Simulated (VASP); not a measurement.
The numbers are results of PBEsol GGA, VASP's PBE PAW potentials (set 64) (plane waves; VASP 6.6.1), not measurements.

Input for VASP

KPOINTS:
```
Automatic mesh
0
Gamma
6 6 4
0 0 0
```

File POSCAR:
```
Te
1
    2.1588972704    -3.7393194879    -0.0000000000
    2.1588972704     3.7393194879     0.0000000000
   -0.0000000000     0.0000000000     5.9549187471
Te
3
Direct
  0.0000000000   0.2842793508   0.6666670000
  0.7157206492   0.7157206492   0.0000000000
  0.2842793508   0.0000000000   0.3333330000
```

**INCAR**
```
NSW = 40   ! most ionic steps
GGA = PS
EDIFFG = -0.02
NELM = 100   ! most electronic steps
LREAL = .FALSE.   ! projection in real space or not
ISIF = 3
ENCUT = 500   ! plane-wave cut-off (eV)
LWAVE = .FALSE.
PSTRESS = 50   ! kbar
LMAXMIX = 4
EDIFF = 1E-6   ! SCF stop (eV)
SIGMA = 0.05   ! width (eV)
ALGO = Normal   ! blocked Davidson
IBRION = 2   ! conjugate gradients
ISMEAR = 0
LCHARG = .FALSE.
PREC = Accurate
SYSTEM = Te
LASPH = .TRUE.   ! aspherical one-centre terms
```

POTCAR, in this order: Te (PBE.64 set). Program: vasp_std.

Question: What will the output report for the number of irreducible k-points (NKPTS), largest plane-wave count, number of space-group operations, FFT grid (NGX, NGY, NGZ)?

Answer: 
```
Quantity                                       Value
--------------------------------------  ------------
number of irreducible k-points (NKPTS)            24
largest plane-wave count                        2458
number of space-group operations                   6
FFT grid (NGX, NGY, NGZ)                32 × 32 × 48
```

The compound is Te in the trig structure. This run relaxes it under an external pressure of 5 GPa. Symmetry was kept, so distortions that lower it aren't found.
